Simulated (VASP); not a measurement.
## V: relaxation of cell and atoms with PBEsol

The system is V.

```xyz
1
Lattice="-1.5129 1.5129 1.5129 1.5129 -1.5129 1.5129 1.5129 1.5129 -1.5129" Properties=species:S:1:pos:R:3 pbc="T T T"
V     0.0000    0.0000    0.0000
```

```json
{"Program": "VASP 6.6.1", "Task": "relaxation of cell and atoms", "Functional": "PBEsol", "Potentials or basis": "VASP PAW PBE potentials, release 64 (V_sv)", "Cutoff": "480 eV", "k mesh": "20 × 20 × 20", "Occupations": "gaussian, width 0.1 eV", "Spin": "no spin polarisation", "Further INCAR settings": "ALGO = Normal; EDIFF = 1e-07; IBRION = 2; EDIFFG = -0.005; NSW = 90; ISIF = 3"}
```

| Property | Result |
| --- | --- |
| Relaxed volume | 12.96 Å³/atom |
| Relaxed cell | a = 2.563 Å, b = 2.563 Å, c = 2.563 Å, α = 109.47°, β = 109.47°, γ = 109.47° |
| Space group after relaxing (to 0.05 Å) | Im-3m (No. 229) |
| Energy gained by relaxing | 34.5 meV/atom |
| Ionic steps | 4 |
| Pressure after relaxing | 0.0 GPa |
| Band gap on the k mesh | none (metal or under the smearing width) |

The path:
```tsv
step	energy change (eV)	largest force (eV/Å)	pressure (GPa)	volume (Å³)
1	0.0000	0.0000	-11.81	13.85
2	0.0267	0.0000	19.80	11.90
3	-0.0345	0.0000	-0.28	12.98
4	-0.0345	0.0000	-0.01	12.96
```

Final structure:
```cif
data_structure
_symmetry_space_group_name_H-M 'P 1'
_symmetry_Int_Tables_number 1
_cell_length_a 2.5631
_cell_length_b 2.5631
_cell_length_c 2.5631
_cell_angle_alpha 109.471
_cell_angle_beta 109.471
_cell_angle_gamma 109.471
_cell_volume 12.96
loop_
_atom_site_label
_atom_site_type_symbol
_atom_site_fract_x
_atom_site_fract_y
_atom_site_fract_z
_atom_site_occupancy
V1 V 0.00000 0.00000 0.00000 1
```

Levels at points of the mesh, in eV from the Fermi level:
| k point | band 5 | band 6 | band 7 | band 8 | band 9 | band 10 |
| --- | --- | --- | --- | --- | --- | --- |
| (0.00, 0.00, 0.00) | -6.67 | 0.42 | 0.42 | 0.42 | 2.53 | 2.53 |
| (0.50, 0.00, 0.00) | -3.32 | -1.21 | 1.79 | 2.54 | 2.91 | 4.36 |
| (0.50, 0.50, 0.50) | -3.18 | -3.18 | 3.94 | 3.94 | 3.94 | 10.55 |

It took 41 s on 1 thread of Intel(R) Xeon(R) Platinum 8488C (Sapphire Rapids), with other jobs on the host, peak memory 0.16 GiB.

Caveat: the PAW data sets were made with another functional, which shifts forces and pressure a little.
